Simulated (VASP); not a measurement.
An input for Ansatz (written as the equivalent of a VASP run, and not itself run):

Ansatz 0.2 input:
```yaml
crystal:
  lattice:
    - [0.0000000, 2.8265785, 2.8265785]
    - [2.8265785, 0.0000000, 2.8265785]
    - [2.8265785, 2.8265785, 0.0000000]
  atoms:
    - { symbol: Pb, position: [0.0000000, 0.0000000, 0.0000000] }
    - { symbol: S, position: [0.5000000, 0.5000000, 0.5000000] }
kpoints:
  mp_grid: { grid: [8, 8, 8] }
hamiltonian:
  xc: pbesol
  pseudopotentials: { kind: paw }
scf:
  occupations: { method: gaussian, width: 0.05 }
  max_iter: 100
relax:
  max_steps: 40
  f_tol: 0.02
  cell: { p_target: 10 }
output: { forces: true, stress: true, eigenvalues: true }
```

### Question
Translate this input to VASP (INCAR, KPOINTS, POSCAR, choice of POTCAR).

### Answer
One answer among several that fit: 
KPOINTS:
```
Automatic
0
gamma
8 8 8
```

### POSCAR
```
PbS
1
    0.0000000000     2.8265785491     2.8265785491
    2.8265785491     0.0000000000     2.8265785491
    2.8265785491     2.8265785491    -0.0000000000
Pb S
1 1
Direct
  0.0000000000   0.0000000000   0.0000000000
  0.5000000000   0.5000000000   0.5000000000
```

### INCAR
```
SYSTEM = PbS
PREC = Accurate; ENCUT = 500; LREAL = F
LASPH = T
EDIFF = 1E-6; NELM = 100; ALGO = Normal
LMAXMIX = 4
ISMEAR = 0; SIGMA = 0.05
GGA = PS
IBRION = 2; NSW = 40; ISIF = 3
EDIFFG = -0.02; PSTRESS = 100
LWAVE = F; LCHARG = F
```

POTCAR, in this order: Pb_d S (PBE.64 set). Program: vasp_std.

The two are equivalent in intent, not identical: each code has its own PAW files, so the cut-off isn't converted (ENCUT is set for VASP's; basis.ecutwfc is left out, and Ansatz then takes the one that its files recommend); Ansatz stops its SCF on the density residual and VASP on the energy change (EDIFF).

The structure was generated: PbS was put into the rock salt type (Fm-3m), which need not be its known phase. It was relaxed first under an external pressure of 10 GPa.
